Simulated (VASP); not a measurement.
# NbSiO4 (Cmcm) in VASP: density of states with PBE

Aim: the density of states of NbSiO4 with PBE.

Program: VASP 6.6.1. These are calculated values, not measurements. Logs are shortened: lines on timing, memory, paths and dates and some standing lists are left out, and cuts for length are marked.

### 1 The crystal as given

The structure is orthorhombic, space group Cmcm (No. 63). Conventional cell: a = 5.743 Å, b = 8.274 Å, c = 5.998 Å, α = 90.00°, β = 90.00°, γ = 90.00°. Nb (site symmetry 2/m) has 6 O at 1.95 to 2.14 Å as nearest neighbours. Si (site symmetry m2m) has 4 O at 1.63 to 1.66 Å as nearest neighbours. Around O (site symmetry m) lie 1 Si at 1.63 Å. O (site symmetry m) has 1 Si at 1.66 Å as nearest neighbours.

The cell was built by a generator and needn't be a form met in nature.

### 2 Density of states, PBE

File POSCAR:

```
NbSiO4                                  
1.0
    2.8714723454     -4.1370670005      0.0000000000
    2.8714723454      4.1370670005     -0.0000000000
    0.0000000000     -0.0000000000      5.9980514528
  Nb              Si              O             
     2     2     8
Direct
     1.0000000000000000    0.0000000000000000    0.5000000000000000
     1.0000000000000000    0.0000000000000000    0.0000000000000000
     0.6475238240548298    0.3524761759451702    0.7500000000000000
     0.3524761759451702    0.6475238240548298    0.2500000000000000
     0.7658092406627171    0.2341907593372831    0.9670772159081367
     0.7658092406627171    0.2341907593372831    0.5329227840918633
     0.2948011570120383    0.2309107989152153    0.7500000000000000
     0.7690892010847846    0.7051988429879619    0.7500000000000000
     0.2341907593372831    0.7658092406627171    0.0329227840918633
     0.2341907593372831    0.7658092406627171    0.4670772159081368
     0.2309107989152153    0.2948011570120383    0.2500000000000000
     0.7051988429879619    0.7690892010847846    0.2500000000000000
```

File INCAR.step1:

```
SYSTEM = NbSiO4
PREC = Accurate
ENCUT = 520
EDIFF = 1E-7
ISMEAR = 0
SIGMA = 0.03
LREAL = .False.
LASPH = .True.
NELM = 100
ALGO = Normal
ISIF = 2
LWAVE = .False.
LCHARG = .True.
LMAXMIX = 4
GGA = PE
KPAR = 4
```

File KPOINTS.step1:

```
regular mesh
0
Gamma
  6 6 4
  0 0 0
```

File INCAR.step2:

```
SYSTEM = NbSiO4
PREC = Accurate
ENCUT = 520
EDIFF = 1E-7
ISMEAR = -5
SIGMA = 0.03
LREAL = .False.
LASPH = .True.
NELM = 100
ALGO = Normal
ISIF = 2
LWAVE = .False.
LCHARG = .False.
LMAXMIX = 4
GGA = PE
LORBIT = 11
KPAR = 4
NEDOS = 1001
ICHARG = 11
```

File KPOINTS.step2:

```
regular mesh
0
Gamma
  9 9 6
  0 0 0
```

Potentials or basis: VASP PAW PBE potentials, release 64 (Nb_sv, Si, O).

Run with:

```console
$ cat potpaw_PBE.64/Nb_sv/POTCAR potpaw_PBE.64/Si/POTCAR potpaw_PBE.64/O/POTCAR > POTCAR
$ cp INCAR.step1 INCAR
$ cp KPOINTS.step1 KPOINTS
$ mpirun -np 4 vasp_std > vasp.out
$ cp INCAR.step2 INCAR
$ cp KPOINTS.step2 KPOINTS
$ mpirun -np 4 vasp_std > vasp.out
```

OUTCAR:

```text
SYSTEM = NbSiO4
   PREC = Accurate
   ENCUT = 520
   EDIFF = 1E-7
   ISMEAR = -5
   LREAL = .False.
   LASPH = .True.
   NELM = 100
   ISIF = 2
   GGA = PE
   LORBIT = 11
   ICHARG = 11

 ion  position               nearest neighbor table
   1  0.000  0.000  0.500-   6 1.95  10 1.95   8 2.14   7 2.14  11 2.14  12 2.14   2 3.00   2 3.00

   2  0.000  0.000  0.000-   5 1.95   9 1.95   8 2.14   7 2.14  11 2.14  12 2.14   1 3.00   1 3.00

   3  0.648  0.352  0.750-   5 1.63   6 1.63   7 1.66   8 1.66
   4  0.352  0.648  0.250-   9 1.63  10 1.63  11 1.66  12 1.66
   5  0.766  0.234  0.967-   3 1.63   2 1.95
   6  0.766  0.234  0.533-   3 1.63   1 1.95
   7  0.295  0.231  0.750-   3 1.66   2 2.14   1 2.14
   8  0.769  0.705  0.750-   3 1.66   2 2.14   1 2.14
   9  0.234  0.766  0.033-   4 1.63   2 1.95
  10  0.234  0.766  0.467-   4 1.63   1 1.95
  11  0.231  0.295  0.250-   4 1.66   2 2.14   1 2.14
  12  0.705  0.769  0.250-   4 1.66   2 2.14   1 2.14

  LATTYP: Found a base centered orthorhombic cell.
 ALAT       =     5.7429446908
 B/A-ratio  =     1.4407476384
 C/A-ratio  =     1.0444208983

  Lattice vectors:

 A1 = (   2.8714723454,  -4.1370670005,   0.0000000000)
 A2 = (   2.8714723454,   4.1370670005,   0.0000000000)
 A3 = (   0.0000000000,   0.0000000000,   5.9980514528)

Analysis of symmetry for initial positions (statically):
=====================================================================
 Subroutine PRICEL returns:
 Original cell was already a primitive cell.

 Routine SETGRP: Setting up the symmetry group for a
 base centered orthorhombic supercell.

 Subroutine GETGRP returns: Found  8 space group operations
 (whereof  4 operations were pure point group operations)
 out of a pool of  8 trial point group operations.

The static configuration has the point symmetry C_2h.
 The point group associated with its full space group is D_2h.

Analysis of symmetry for dynamics (positions and initial velocities):
=====================================================================
 Subroutine PRICEL returns:
 Original cell was already a primitive cell.

 Routine SETGRP: Setting up the symmetry group for a
 base centered orthorhombic supercell.

 Subroutine GETGRP returns: Found  8 space group operations
 (whereof  4 operations were pure point group operations)
 out of a pool of  8 trial point group operations.

The dynamic configuration has the point symmetry C_2h.
 The point group associated with its full space group is D_2h.

 Subroutine INISYM returns: Found  8 space group operations
 (whereof  4 operations are pure point group operations),
 and found     1 'primitive' translations

----------------------------------------------------------------------------------------

                                     Primitive cell

  volume of cell :     142.5074

  direct lattice vectors                    reciprocal lattice vectors
     2.871472345 -4.137067001  0.000000000     0.174126699 -0.120858570  0.000000000
     2.871472345  4.137067001  0.000000000     0.174126699  0.120858570  0.000000000
     0.000000000  0.000000000  5.998051453     0.000000000  0.000000000  0.166720811

  length of vectors
     5.035938522  5.035938522  5.998051453     0.211959668  0.211959668  0.166720811

  position of ions in fractional coordinates (direct lattice)
     0.000000000  0.000000000  0.500000000
     0.000000000  0.000000000  0.000000000
     0.647523824  0.352476176  0.750000000
     0.352476176  0.647523824  0.250000000
     0.765809241  0.234190759  0.967077216
     0.765809241  0.234190759  0.532922784
     0.294801157  0.230910799  0.750000000
     0.769089201  0.705198843  0.750000000
     0.234190759  0.765809241  0.032922784
     0.234190759  0.765809241  0.467077216
     0.230910799  0.294801157  0.250000000
     0.705198843  0.769089201  0.250000000

  ion indices of the primitive-cell ions
   primitive index   ion index
                 1           1
                 2           2
                 3           3
                 4           4
                 5           5
                 6           6
                 7           7
                 8           8
[... 33 lines left out ...]
 Following reciprocal coordinates:
            Coordinates               Weight
  0.000000  0.000000  0.000000      1.000000
  0.111111 -0.000000  0.000000      4.000000
  0.222222 -0.000000  0.000000      4.000000
  0.333333 -0.000000  0.000000      4.000000
  0.444444 -0.000000  0.000000      4.000000
  0.111111  0.111111  0.000000      2.000000
[... 16 lines left out ...]
 -0.333333  0.333333  0.000000      2.000000
  0.444444  0.444444  0.000000      2.000000
 [... further k-points ...]
   k-points           NKPTS =    100   k-points in BZ     NKDIM =    100   number of bands    NBANDS=     49
   number of dos      NEDOS =   1001   number of ions     NIONS =     12
   total plane-waves  NPLWV =  76800
   dimension x,y,z NGX =    40 NGY =   40 NGZ =   48
   dimension x,y,z NGXF=    80 NGYF=   80 NGZF=   96
   ions per type =               2   2   8
   NGX,Y,Z   is equivalent  to a cutoff of  13.20, 13.20, 13.30 a.u.
   NGXF,Y,Z  is equivalent  to a cutoff of  26.41, 26.41, 26.61 a.u.
 SYSTEM =  NbSiO4
   PREC   = accura    normal or accurate (medium, high low for compatibility)
   ISTART =      0    job   : 0-new  1-cont  2-samecut
   ICHARG =     11    charge: 1-file 2-atom 10-const
   ISPIN  =      1    spin polarized calculation?
   LNONCOLLINEAR =      F non collinear calculations
   LSORBIT =      F    spin-orbit coupling
   LASPH  =      T    aspherical Exc in radial PAW
   ENCUT  =  520.0 eV  38.22 Ry    6.18 a.u.   9.36  9.36 11.15*2*pi/ulx,y,z
   NELM   =    100;   NELMIN=  2; NELMDL=  0     # of ELM steps
   EDIFF  = 0.1E-06   stopping-criterion for ELM
   LREAL  =      F    real-space projection
   EDIFFG = 0.1E-05   stopping-criterion for IOM
   NSW    =      0    number of steps for IOM
   IBRION =     -1    ionic relax: 0-MD 1-quasi-New 2-CG
   NFREE  =      0    steps in history (QN), initial steepest desc. (CG)
   ISIF   =      2    stress and relaxation
   ISYM   =      2    0-nonsym 1-usesym 2-fastsym
   POTIM  = 0.5000    time-step for ionic-motion
   TEBEG  =    0.0;   TEEND  =   0.0 temperature during run
   PSTRESS=    0.0 pullay stress
   NELECT =      82.0000    total number of electrons
   NUPDOWN=      -1.0000    fix difference up-down
   EMIN   =  10.00;   EMAX   =-10.00  energy-range for DOS
   EFERMI =   0.00;   METHOD = LEGACY
   ISMEAR =    -5;   SIGMA  =   0.03  broadening in eV -4-tet -1-fermi 0-gaus
   EFERMI_NEDOS =   21; number of points for ismear=-14 and -15
   IALGO  =     38    algorithm
   IMIX   =      4    mixing-type and parameters
     AMIX     =   0.40;   BMIX     =  1.00
     AMIX_MAG =   1.60;   BMIX_MAG =  1.00
  volume/ion in A,a.u.               =      11.88        80.14
  Fermi-wavevector in a.u.,A,eV,Ry     =   1.361655  2.573154 25.226610  1.854104
  Thomas-Fermi vector in A             =   2.488212
   LORBIT       =     11    0 simple, 1 ext, 2 COOP (PROOUT), +10 PAW based schemes
   GGA     = PE    functional components
   LHFCALC =     F    Hartree Fock is set to
   AEXX    =    0.0000 exact exchange contribution
   IVDW    =     0    specifies the selected vdW correction
   LEPSILON=     F    determine dielectric tensor
   LRPA    =     F    only Hartree local field effects (RPA)
 non-spin polarized calculation
 Fermi weights with tetrahedron method with Bloechl corrections
  energy-cutoff  :      520.00
  volume of cell :      142.51
 maximum number of plane-waves:      3860
 NGX is ok and might be reduce to    40

 number of electron      81.9999991 magnetization

 Free energy of the ion-electron system (eV)
  ---------------------------------------------------
  ext. energy  EPLUGINS =         0.00000000
  ---------------------------------------------------
  free energy    TOTEN  =      -101.80573058 eV

  energy without entropy =     -101.80573058  energy(sigma->0) =     -101.80573058

 E-fermi :   6.6751     XC(G=0): -10.5090

 val. band max:        6.8075803096   @ k =   0.3333  -0.0000   0.5000
 cond. band min:       6.5450744167   @ k =  -0.1111   0.1111   0.5000
 fundamental gap:     -0.2625058928
 Fermi energy:         6.6750730186

 k-point     1 :       0.0000    0.0000    0.0000
  band No.  band energies     occupation
      1     -50.4395      2.00000
      2     -50.3760      2.00000
      3     -26.9052      2.00000
      4     -26.8025      2.00000
      5     -26.7313      2.00000
      6     -26.4563      2.00000
[... 1237 lines left out ...]
     48      10.2231      0.00000
     49      10.5634      0.00000

 [... further k-points ...]

------------------------ aborting loop because EDIFF is reached ----------------------------------------

  FORCE on cell =-STRESS in cart. coord.  units (eV):
  Direction    XX          YY          ZZ          XY          YZ          ZX
  --------------------------------------------------------------------------------------
  -------------------------------------------------------------------------------------
  Total        0.0926061      0.2296164     -0.2042956      0.0000000      0.0000000      0.0000000
  in kB        1.0411487      2.5815231     -2.2968481      0.0000000      0.0000000      0.0000000
  external PRESSURE =       0.4419413 kB  Pullay stress =       0.0000000 kB

 VOLUME and BASIS-vectors are now :
 -----------------------------------------------------------------------------
  energy-cutoff  :      520.00
  volume of cell :      142.51
      direct lattice vectors                 reciprocal lattice vectors
     2.871472345 -4.137067001  0.000000000     0.174126699 -0.120858570  0.000000000
     2.871472345  4.137067001  0.000000000     0.174126699  0.120858570  0.000000000
     0.000000000  0.000000000  5.998051453     0.000000000  0.000000000  0.166720811

 POSITION                                       TOTAL-FORCE (eV/Angst)
 -----------------------------------------------------------------------------------
      0.00000      0.00000      2.99903         0.000000     -0.000000      0.000000
      0.00000      0.00000      0.00000         0.000000     -0.000000      0.000000
      2.87147     -1.22063      4.49854         0.000000      0.024157     -0.000000
      2.87147      1.22063      1.49951         0.000000     -0.024157      0.000000
      2.87147     -2.19934      5.80058         0.000000      0.008237      0.006574
      2.87147     -2.19934      3.19650         0.000000      0.008237     -0.006574
      1.50957     -0.26432      4.49854         0.040704     -0.032546      0.000000
      4.23338     -0.26432      4.49854        -0.040704     -0.032546      0.000000
      2.87147      2.19934      0.19747         0.000000     -0.008237     -0.006574
      2.87147      2.19934      2.80155         0.000000     -0.008237      0.006574
      1.50957      0.26432      1.49951         0.040704      0.032546      0.000000
      4.23338      0.26432      1.49951        -0.040704      0.032546      0.000000
 -----------------------------------------------------------------------------------
    total drift:                                0.000000      0.000000      0.000000

  FREE ENERGIE OF THE ION-ELECTRON SYSTEM (eV)
  ---------------------------------------------------
  free  energy   TOTEN  =      -101.8057305814 eV

  energy  without entropy=     -101.8057305814  energy(sigma->0) =     -101.80573058

 total charge

# of ion       s       p       d       tot
------------------------------------------
    1        2.164   6.086   2.136  10.387
    2        2.164   6.086   2.136  10.387
    3        0.659   0.972   0.000   1.632
    4        0.659   0.972   0.000   1.632
    5        1.568   3.576   0.000   5.144
    6        1.568   3.576   0.000   5.144
    7        1.552   3.573   0.000   5.125
    8        1.552   3.573   0.000   5.125
    9        1.568   3.576   0.000   5.144
   10        1.568   3.576   0.000   5.144
   11        1.552   3.573   0.000   5.125
   12        1.552   3.573   0.000   5.125
--------------------------------------------------
tot         18.128  42.711   4.273  65.112
```

Run time: 2.4 min. Hardware: 4 MPI ranks of Intel Xeon 6975P-C (Granite Rapids), shared host; peak memory 0.62 GiB.

Results:

- Valence electrons inside the program's atomic spheres: Nb 10.39; Si 1.63; O 5.14, 5.12

States per cell in windows of 0.5 eV (zero at the Fermi level; states under -8 eV left out):
| from (eV) | total | Nb1_d | Nb2_d | O5_p | O6_p | O9_p | O10_p |
| --- | --- | --- | --- | --- | --- | --- | --- |
| -8.0 | 3.36 | 0.11 | 0.11 | 0.14 | 0.14 | 0.14 | 0.14 |
| -7.5 | 3.09 | 0.09 | 0.09 | 0.17 | 0.17 | 0.17 | 0.17 |
| -7.0 | 4.94 | 0.21 | 0.21 | 0.31 | 0.31 | 0.31 | 0.31 |
| -6.5 | 4.26 | 0.19 | 0.19 | 0.25 | 0.25 | 0.25 | 0.25 |
| -6.0 | 3.37 | 0.10 | 0.10 | 0.21 | 0.21 | 0.21 | 0.21 |
| -5.5 | 4.53 | 0.10 | 0.10 | 0.26 | 0.26 | 0.26 | 0.26 |
| -5.0 | 4.12 | 0.07 | 0.07 | 0.30 | 0.30 | 0.30 | 0.30 |
| -4.5 | 5.15 | 0.13 | 0.13 | 0.52 | 0.52 | 0.52 | 0.52 |
| -4.0 | 6.41 | 0.07 | 0.07 | 0.77 | 0.77 | 0.77 | 0.77 |
| -3.5 | 1.66 | 0.01 | 0.01 | 0.26 | 0.26 | 0.26 | 0.26 |
| -3.0 | 0.00 | 0.00 | 0.00 | 0.00 | 0.00 | 0.00 | 0.00 |
| -2.5 | 0.00 | 0.00 | 0.00 | 0.00 | 0.00 | 0.00 | 0.00 |
| -2.0 | 0.14 | 0.04 | 0.04 | 0.00 | 0.00 | 0.00 | 0.00 |
| -1.5 | 0.81 | 0.25 | 0.25 | 0.01 | 0.01 | 0.01 | 0.01 |
| -1.0 | 0.61 | 0.19 | 0.19 | 0.00 | 0.00 | 0.00 | 0.00 |
| -0.5 | 0.44 | 0.14 | 0.14 | 0.00 | 0.00 | 0.00 | 0.00 |
| 0.0 | 1.34 | 0.42 | 0.42 | 0.02 | 0.02 | 0.02 | 0.02 |
| 0.5 | 3.13 | 1.03 | 1.03 | 0.07 | 0.07 | 0.07 | 0.07 |
| 1.0 | 4.73 | 1.61 | 1.61 | 0.12 | 0.12 | 0.12 | 0.12 |
| 1.5 | 0.62 | 0.23 | 0.23 | 0.01 | 0.01 | 0.01 | 0.01 |
| 2.0 | 0.79 | 0.28 | 0.28 | 0.00 | 0.00 | 0.00 | 0.00 |
| 2.5 | 1.56 | 0.41 | 0.41 | 0.01 | 0.01 | 0.01 | 0.01 |
| 3.0 | 1.69 | 0.45 | 0.45 | 0.01 | 0.01 | 0.01 | 0.01 |
| 3.5 | 1.66 | 0.46 | 0.46 | 0.01 | 0.01 | 0.01 | 0.01 |
| 4.0 | 0.70 | 0.16 | 0.16 | 0.01 | 0.01 | 0.01 | 0.01 |
| 4.5 | 0.23 | 0.06 | 0.06 | 0.00 | 0.00 | 0.00 | 0.00 |
| 5.0 | 0.00 | 0.00 | 0.00 | 0.00 | 0.00 | 0.00 | 0.00 |
| 5.5 | 0.00 | 0.00 | 0.00 | 0.00 | 0.00 | 0.00 | 0.00 |
| 6.0 | 0.00 | 0.00 | 0.00 | 0.00 | 0.00 | 0.00 | 0.00 |
| 6.5 | 0.00 | 0.00 | 0.00 | 0.00 | 0.00 | 0.00 | 0.00 |

Caveat: tetrahedron occupations give inexact forces and stress in metals.
